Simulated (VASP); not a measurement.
```
CdTi2
1.0
   -1.38956     1.38956     6.57515
    1.38956    -1.38956     6.57515
    1.38956     1.38956    -6.57515
Ti Cd
2 1
Direct
  0.67739   0.67739   0.00000
  0.32261   0.32261   0.00000
  0.00000   0.00000   0.00000
```

These are PBEsol GGA, VASP's PBE PAW potentials (set 64) (plane waves; VASP) values and carry that method's errors. Numerical set-up: 300 eV cut-off, 11×11×11 Γ-centred mesh, Fermi-Dirac smearing of 0.10 eV, potentials Ti_sv Cd.

At this cut-off the stress carries a Pulay error, which pulls relaxed volumes low.

Give the force on each atom (eV/Å).

| atom | Fx | Fy | Fz |
|---|---|---|---|
| Ti1 | 0.000 | 0.000 | -0.396 |
| Ti2 | 0.000 | 0.000 | 0.396 |
| Cd3 | 0.000 | 0.000 | 0.000 |

Give the stress tensor in GPa (positive for a compressed cell).

```
5.33  0.00  0.00
0.00  5.33  0.00
0.00  0.00  5.19
```
The pressure is its mean diagonal, 5.28 GPa.

The structure comes from a computed database's Ti2Cd entry; how it stands against other phases isn't given here. The cell was not relaxed at this level.
